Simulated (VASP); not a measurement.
An input for Ansatz (written as the equivalent of a VASP run, and not itself run):

Ansatz 0.2 input:
```yaml
crystal:
  lattice:
    - [0.0000000, 2.5809789, 2.5809789]
    - [2.5809789, 0.0000000, 2.5809789]
    - [2.5809789, 2.5809789, 0.0000000]
  atoms:
    - { symbol: Si, position: [0.0000000, 0.0000000, 0.0000000] }
    - { symbol: Sn, position: [0.5000000, 0.5000000, 0.5000000] }
kpoints:
  mp_grid: { grid: [12, 12, 12] }
hamiltonian:
  xc: pbesol
  pseudopotentials: { kind: paw }
scf:
  occupations: { method: methfessel_paxton, width: 0.1 }
  max_iter: 100
relax:
  max_steps: 40
  f_tol: 0.02
  cell: { p_target: 45 }
output: { forces: true, stress: true, eigenvalues: true }
```

Task: Write the VASP files for the same calculation (PBEsol).

Result: Several could match; the one computed here: 
**KPOINTS**
```
Automatic mesh
0
Gamma
12 12 12
0 0 0
```

**INCAR**
```
SYSTEM = SiSn
PREC = Accurate
ENCUT = 500
EDIFF = 1E-6
NELM = 100
ALGO = Normal
LREAL = .FALSE.
LASPH = .TRUE.
ISMEAR = 1
SIGMA = 0.1
GGA = PS
LMAXMIX = 4
LWAVE = .FALSE.
LCHARG = .FALSE.
IBRION = 2
ISIF = 3
NSW = 40
EDIFFG = -0.02
PSTRESS = 450
```

**POSCAR**
```
SiSn
1
    0.0000000000     2.5809789491     2.5809789491
    2.5809789491     0.0000000000     2.5809789491
    2.5809789491     2.5809789491     0.0000000000
Si Sn
1 1
Direct
  0.0000000000   0.0000000000   0.0000000000
  0.5000000000   0.5000000000   0.5000000000
```

POTCAR, in this order: Si Sn_d (PBE.64 set). Program: vasp_std.

What does not carry over: each code has its own PAW files, so the cut-off isn't converted (ENCUT is set for VASP's; basis.ecutwfc is left out, and Ansatz then takes the one that its files recommend); Ansatz stops its SCF on the density residual and VASP on the energy change (EDIFF).

The structure was generated: SiSn was put into the rock salt type (Fm-3m), which need not be its known phase. This run relaxes it under an external pressure of 45 GPa. Symmetry was kept, so distortions that lower it aren't found.
